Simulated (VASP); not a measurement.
```
CELL_PARAMETERS angstrom
      1.81484    -3.14340     0.00000
      1.81484     3.14340     0.00000
      0.00000     0.00000     5.82560
ATOMIC_POSITIONS crystal
  Zr 0.00000 0.00000 0.00000
  S  0.33333 0.66667 0.24949
  S  0.66667 0.33333 0.75051
```

Level of theory: PBEsol GGA, VASP's PBE PAW potentials (set 64) (plane waves; VASP). Run with 500 eV cut-off, 7×7×4 Γ-centred mesh, Gaussian smearing of 0.050 eV, potentials Zr_sv S.

Energy and stress use the plane-wave basis of the starting cell. Without a dispersion term in the relaxation, distances and binding between the weakly bound layers, chains or molecules are unreliable, and so is what depends on them.

The ions, cell shape and volume at an external pressure of 5.0 GPa are relaxed. Give the cell that the relaxation ends in.

```
CELL_PARAMETERS angstrom
      1.77564    -3.07550     0.00000
      1.77564     3.07550     0.00000
      0.00000     0.00000     5.42729
ATOMIC_POSITIONS crystal
  Zr 0.00000 0.00000 0.00000
  S  0.33333 0.66667 0.27117
  S  0.66667 0.33333 0.72883
```
Space group P-3m1 (164), at a tolerance of 0.03 Å.

How do energy and volume change from the first to the last step?

The energy (σ→0) changes by +31.9 meV/atom and the volume by -10.8 %, in 11 ionic steps.

| step | E(σ→0) (eV) | max force (eV/Å) | pressure (GPa) | volume (Å³) |
|---|---|---|---|---|
| 1 | -22.5550 | 0.015 | 0.00 | 66.47 |
| 2 | -22.3257 | 1.365 | 12.38 | 60.03 |
| 3 | -22.5114 | 0.555 | 4.90 | 63.53 |
| 4 | -22.5097 | 0.440 | 4.89 | 62.68 |
| 5 | -22.4734 | 0.073 | 5.11 | 60.17 |
| 6 | -22.4524 | 0.049 | 5.23 | 59.43 |
| 7 | -22.4521 | 0.107 | 4.76 | 59.08 |
| 8 | -22.4535 | 0.099 | 4.81 | 59.12 |
| 9 | -22.4436 | 0.078 | 5.98 | 58.82 |
| 10 | -22.4500 | 0.026 | 5.28 | 58.99 |
| 11 | -22.4593 | 0.008 | 5.01 | 59.28 |

The compound is ZrS2 in the 1T layered structure. This run relaxes it under an external pressure of 5 GPa. Symmetry was kept, so distortions that lower it aren't found.
